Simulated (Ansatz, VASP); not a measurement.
**Two plane-wave programs on Pd2C**

```
CELL_PARAMETERS angstrom
0.00000 2.67578 2.67578
2.67578 0.00000 2.67578
2.67578 2.67578 0.00000
ATOMIC_POSITIONS crystal
Pd 0.25000 0.25000 0.25000
Pd 0.75000 0.75000 0.75000
C 0.00000 0.00000 0.00000
```

Change from the starting cell: species swapped into the PbF2 type (Fm-3m, No. 225).

Alike in both runs: functional PBE; k mesh 6 × 6 × 6; occupations gaussian, width 0.1 eV; no spin polarisation.

Ansatz relaxed the structure, and its values are those at the end. VASP's run is a single point on that final structure, the one shown.

|  | VASP | Ansatz |
| --- | --- | --- |
| version | VASP 6.6.1 | Ansatz 0.2.0 |
| potentials or method | VASP PAW PBE potentials, release 64 (Pd, C) | scalar-relativistic, plane waves, PAW |
| plane-wave cutoff (eV) | 520 | 420 |
| valence electrons in the cell | 24 | 40 |

```csv
,VASP,Ansatz,Ansatz less VASP
gap on the k mesh at the Fermi level (eV),none,none,-
pressure (GPa),-0.2,0.0,+0.16
```

A gap of «none» marks a metal or a gap that the smearing closes. The two sets of potentials don't hold the same shells in valence.
